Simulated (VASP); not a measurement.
**MgS: relaxation of cell and atoms with LDA**

Crystal: MgS.

```xyz
2
Lattice="0.0000 2.8300 2.8300 2.8300 0.0000 2.8300 2.8300 2.8300 0.0000" Properties=species:S:1:pos:R:3 pbc="T T T"
Mg    0.0000    0.0000    0.0000
S     1.4150    1.4150    1.4150
```

The cell was built by a generator and needn't be a form met in nature.

```yaml
Program: VASP 6.6.1
Task: relaxation of cell and atoms
Functional: LDA
Potentials_or_basis: VASP PAW LDA potentials, release 64 (Mg, S)
Cutoff: 600 eV
k_mesh: 8 × 8 × 8
Occupations: gaussian, width 0.02 eV
Spin: no spin polarisation
Dipole_correction: no
Further_INCAR_settings: ALGO = Normal; EDIFF = 1e-06; IBRION = 2; EDIFFG = -0.002; NSW = 100; ISIF = 3
```

```json
{
  "Relaxed volume": "21.77 Å³/atom",
  "Relaxed cell": "a = 3.949 Å, b = 3.949 Å, c = 3.949 Å, α = 60.00°, β = 60.00°, γ = 60.00°",
  "Space group after relaxing (to 0.05 Å)": "F-43m (No. 216)",
  "Energy gained by relaxing": "6.7 meV/atom",
  "Ionic steps": "3",
  "Pressure after relaxing": "0.0 GPa",
  "Band gap on the k mesh": "3.40 eV, direct"
}
```

The path:
```csv
step,energy change (eV),largest force (eV/Å),pressure (GPa),volume (Å³)
1,0.0000,0.0000,-2.33,45.33
2,-0.0129,0.0000,0.50,43.20
3,-0.0135,0.0000,0.00,43.54
```

Final structure:
```
Mg S
1.0
     0.00000    2.79224    2.79224
     2.79224    0.00000    2.79224
     2.79224    2.79224    0.00000
Mg S
1 1
Direct
  0.00000 0.00000 0.00000
  0.25000 0.25000 0.25000
```

Levels at points of the mesh, in eV from the valence-band top:
| k point | band 1 | band 2 | band 3 | band 4 | band 5 | band 6 | band 7 | band 8 |
| --- | --- | --- | --- | --- | --- | --- | --- | --- |
| (0.00, 0.00, 0.00) | -11.38 | 0.00 | 0.00 | 0.00 | 3.40 | 7.87 | 7.87 | 7.87 |
| (0.50, 0.00, 0.00) | -10.61 | -3.36 | -0.35 | -0.35 | 5.02 | 7.52 | 7.52 | 8.57 |
| (0.50, 0.50, 0.00) | -10.36 | -3.00 | -1.11 | -1.11 | 3.62 | 5.48 | 11.29 | 12.34 |

Run time: 8.3 s on 1 thread of Intel(R) Xeon(R) 6975P-C (Granite Rapids), with other jobs on the host, peak memory 0.16 GiB.

A k mesh can miss the band edges.
